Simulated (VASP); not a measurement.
Crystal: Mg.

```
CELL_PARAMETERS angstrom
3.20930 0.00000 0.00000
-1.60465 2.77934 0.00000
0.00000 0.00000 5.21030
ATOMIC_POSITIONS crystal
Mg 0.33333 0.66667 0.25000
Mg 0.66667 0.33333 0.75000
```

| Property | Result |
| --- | --- |
| Program | VASP 6.6.1 |
| Task | relaxation of cell and atoms |
| Functional | PBEsol |
| Potentials or basis | VASP PAW PBE potentials, release 64 (Mg) |
| Cutoff | 600 eV |
| k mesh | 21 × 21 × 12 |
| Occupations | methfessel-paxton, width 0.1 eV |
| Spin | no spin polarisation |

At the start: pressure -1.2 GPa; volume 23.24 Å³/atom.

Task: How do energy, volume and symmetry change on relaxing?

Result: Over 5 steps the energy falls by 2.9 meV/atom and the volume is 22.47 Å³/atom (-3.3 %); space group P6_3/mmc (No. 194, to 0.05 Å).

Step by step:
```csv
step,energy change (eV),largest force (eV/Å),pressure (GPa),volume (Å³)
1,0.0000,0.0000,-1.18,46.47
2,-0.0054,0.0000,-0.31,45.33
3,-0.0058,0.0000,-0.01,44.96
4,-0.0058,0.0000,0.02,44.93
5,-0.0058,0.0000,0.00,44.95
```

Final structure:
```
Mg
1.0
     3.17358    0.00000    0.00000
    -1.58679    2.74840    0.00000
     0.00000    0.00000    5.15315
Mg
2
Cartesian
  0.0000 1.8323 1.2883
  1.5868 0.9161 3.8649
```

Caveat: the PAW data sets were made with another functional, which shifts forces and pressure a little.
